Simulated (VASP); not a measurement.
Output of a VASP run:

OUTCAR:
```
 ion  position               nearest neighbor table
   1  0.000  0.000  0.000-
  LATTYP: Found a body centered cubic cell.
 ALAT       =     3.7420580000
 Subroutine PRICEL returns:
 Original cell was already a primitive cell.
 Subroutine GETGRP returns: Found 48 space group operations
The static configuration has the point symmetry O_h .
The dynamic configuration has the point symmetry O_h .
 Subroutine INISYM returns: Found 48 space group operations
 Subroutine IBZKPT returns following result:
 Found     72 irreducible k-points:

 Following reciprocal coordinates:
            Coordinates               Weight
  0.000000  0.000000  0.000000      1.000000
  0.083333  0.000000  0.000000     12.000000
  0.166667  0.000000  0.000000     12.000000
  0.250000  0.000000  0.000000     12.000000
  0.333333  0.000000  0.000000     12.000000
  0.416667  0.000000  0.000000     12.000000
  0.500000  0.000000  0.000000      6.000000
  0.083333  0.083333  0.000000     24.000000
  0.166667  0.083333  0.000000     48.000000
  0.250000  0.083333  0.000000     48.000000
  0.333333  0.083333 -0.000000     48.000000
  0.416667  0.083333 -0.000000     48.000000
  0.166667  0.166667  0.000000     24.000000
  0.250000  0.166667  0.000000     48.000000
  0.333333  0.166667 -0.000000     48.000000
  0.416667  0.166667 -0.000000     24.000000
  0.250000  0.250000  0.000000     24.000000
  0.333333  0.250000 -0.000000     48.000000
  0.333333  0.333333  0.000000      8.000000
  0.083333  0.083333  0.083333      8.000000
  0.166667  0.083333  0.083333     24.000000
  0.250000  0.083333  0.083333     24.000000
  0.333333  0.083333  0.083333     24.000000
  0.416667  0.083333  0.083333     12.000000
 -0.083333  0.083333  0.083333      6.000000
  0.166667  0.166667  0.083333     24.000000
  0.250000  0.166667  0.083333     48.000000
  0.333333  0.166667  0.083333     48.000000
 -0.166667  0.166667  0.083333     24.000000
  0.250000  0.250000  0.083333     24.000000
  0.333333  0.250000  0.083333     24.000000
 -0.250000  0.250000  0.083333     24.000000
 -0.166667  0.250000  0.083333     24.000000
 -0.333333  0.333333  0.083333     24.000000
 -0.250000  0.333333  0.083333     48.000000
 -0.416667  0.416667  0.083333     24.000000
 -0.333333  0.416667  0.083333     48.000000
 -0.250000  0.416667  0.083333     24.000000
  0.500000  0.500000  0.083333     12.000000
 -0.416667  0.500000  0.083333     48.000000
   k-points           NKPTS =     72   k-points in BZ     NKDIM =     72   number of bands    NBANDS=     10
   number of dos      NEDOS =    301   number of ions     NIONS =      1
   total plane-waves  NPLWV =  13824
   dimension x,y,z NGX =    24 NGY =   24 NGZ =   24
   dimension x,y,z NGXF=    48 NGYF=   48 NGZF=   48
   ions per type =               1
   PREC   = accura    normal or accurate (medium, high low for compatibility)
   ISTART =      0    job   : 0-new  1-cont  2-samecut
   ICHARG =      2    charge: 1-file 2-atom 10-const
   ISPIN  =      1    spin polarized calculation?
   LNONCOLLINEAR =      F non collinear calculations
   LSORBIT =      F    spin-orbit coupling
   INIWAV =      1    electr: 0-lowe 1-rand  2-diag
   ENCUT  =  400.0 eV  29.40 Ry    5.42 a.u.   5.28  5.28  5.28*2*pi/ulx,y,z
   NELM   =    100;   NELMIN=  2; NELMDL= -5     # of ELM steps
   EDIFF  = 0.1E-05   stopping-criterion for ELM
   LREAL  =      F    real-space projection
   NLSPLINE    = F    spline interpolate recip. space projectors
   LMAXMIX     =    4 max onsite mixed and CHGCAR
   VOSKOWN=      0    Vosko Wilk Nusair interpolation
   EDIFFG = -.1E-01   stopping-criterion for IOM
   NSW    =     60    number of steps for IOM
   NBLOCK =      1;   KBLOCK =     60    inner block; outer block
   IBRION =      2    ionic relax: 0-MD 1-quasi-New 2-CG
   NFREE  =      1    steps in history (QN), initial steepest desc. (CG)
...
```

**OSZICAR**
```
       N       E                     dE             d eps       ncg     rms          rms(c)
DAV:   1     0.653346492577E+02    0.65335E+02   -0.55776E+03  1446   0.137E+03
DAV:   2    -0.470554651523E+00   -0.65805E+02   -0.64600E+02  1452   0.265E+02
DAV:   3    -0.294931121775E+01   -0.24788E+01   -0.24745E+01  1700   0.617E+01
DAV:   4    -0.300519942532E+01   -0.55888E-01   -0.55874E-01  1888   0.911E+00
DAV:   5    -0.300752757348E+01   -0.23281E-02   -0.23281E-02  1798   0.147E+00    0.225E+00
DAV:   6    -0.297234853542E+01    0.35179E-01   -0.67958E-02  1666   0.585E+00    0.106E+00
DAV:   7    -0.296574908138E+01    0.65995E-02   -0.18205E-02  1712   0.276E+00    0.273E-01
DAV:   8    -0.296511048872E+01    0.63859E-03   -0.72029E-04  1716   0.550E-01    0.223E-02
DAV:   9    -0.296511235842E+01   -0.18697E-05   -0.10266E-05  2012   0.466E-02    0.145E-02
DAV:  10    -0.296511286665E+01   -0.50823E-06   -0.62943E-07   990   0.110E-02
   1 F= -.29651129E+01 E0= -.29650676E+01  d E =-.296511E+01
       N       E                     dE             d eps       ncg     rms          rms(c)
DAV:   1    -0.300190708299E+01   -0.36795E-01   -0.88653E-01  1658   0.218E+01    0.117E+00
DAV:   2    -0.297013546823E+01    0.31772E-01   -0.71220E-02  1650   0.645E+00    0.390E-01
DAV:   3    -0.296606775015E+01    0.40677E-02   -0.13554E-02  1946   0.269E+00    0.168E-01
DAV:   4    -0.296589474341E+01    0.17301E-03   -0.33194E-04  1556   0.174E-01    0.632E-02
DAV:   5    -0.296588557386E+01    0.91696E-05   -0.40484E-05  1616   0.575E-02    0.246E-02
DAV:   6    -0.296589109633E+01   -0.55225E-05   -0.82027E-06  1664   0.246E-02    0.334E-03
DAV:   7    -0.296589084407E+01    0.25226E-06   -0.16341E-07   916   0.493E-03
   2 F= -.29658908E+01 E0= -.29658320E+01  d E =-.777977E-03
```

OUTCAR:
```
------------------------ aborting loop because EDIFF is reached ----------------------------------------
  FORCE on cell =-STRESS in cart. coord.  units (eV):
  Direction    XX          YY          ZZ          XY          YZ          ZX
  --------------------------------------------------------------------------------------
  Total        0.0055547      0.0055547      0.0055547      0.0000000      0.0000000      0.0000000
  in kB        0.3448500      0.3448500      0.3448500      0.0000000      0.0000000      0.0000000
  external PRESSURE =       0.3448500 kB  Pullay stress =       0.0000000 kB
  volume of cell :       25.81
      direct lattice vectors                 reciprocal lattice vectors
    -1.861634885  1.861634885  1.861634885     0.000000000  0.268581129  0.268581129
     1.861634885 -1.861634885  1.861634885     0.268581129  0.000000000  0.268581129
     1.861634885  1.861634885 -1.861634885     0.268581129  0.268581129  0.000000000
 POSITION                                       TOTAL-FORCE (eV/Angst)
 -----------------------------------------------------------------------------------
      1.86163      1.86163      1.86163        -0.000000      0.000000      0.000000
 -----------------------------------------------------------------------------------
    total drift:                               -0.000000     -0.000000      0.000000
  FREE ENERGIE OF THE ION-ELECTRON SYSTEM (eV)
  ---------------------------------------------------
  free  energy   TOTEN  =        -2.9658908441 eV

  energy  without entropy=       -2.9657143321  energy(sigma->0) =       -2.96583201

 reached required accuracy - stopping structural energy minimisation
```
(Selected blocks of OUTCAR.)

**POSCAR**
```
In
1
   -1.8710290000     1.8710290000     1.8710290000
    1.8710290000    -1.8710290000     1.8710290000
    1.8710290000     1.8710290000    -1.8710290000
In
1
Direct
  0.0000000000   0.0000000000   0.0000000000
```

Task: Reconstruct the remaining input files.

Result: This is not unique; one that fits is the input of the run itself, PBEsol GGA, plane waves, VASP's PBE PAW potentials (set 64).

File KPOINTS:
```
Automatic mesh
0
Gamma
12 12 12
0 0 0
```

INCAR:
```
# general
SYSTEM   =  In
PREC     =  Accurate
ENCUT    =  400
LREAL    =  .False.
LASPH    =  .True.

# electronic loop
EDIFF    =  1E-6
NELM     =  100
ALGO     =  Normal
LMAXMIX  =  4

# smearing
ISMEAR   =  1
SIGMA    =  0.1

# functional
GGA      =  PS

# ions
IBRION   =  2
NSW      =  60
ISIF     =  3
EDIFFG   =  -0.01

# output
LWAVE    =  .False.
LCHARG   =  .False.
```

POTCAR, in this order: In_d (PBE.64 set). Program: vasp_std.

The structure was generated: In was put into the bcc type (Im-3m), which need not be its known phase. This run relaxes it. Symmetry was kept, so distortions that lower it aren't found.
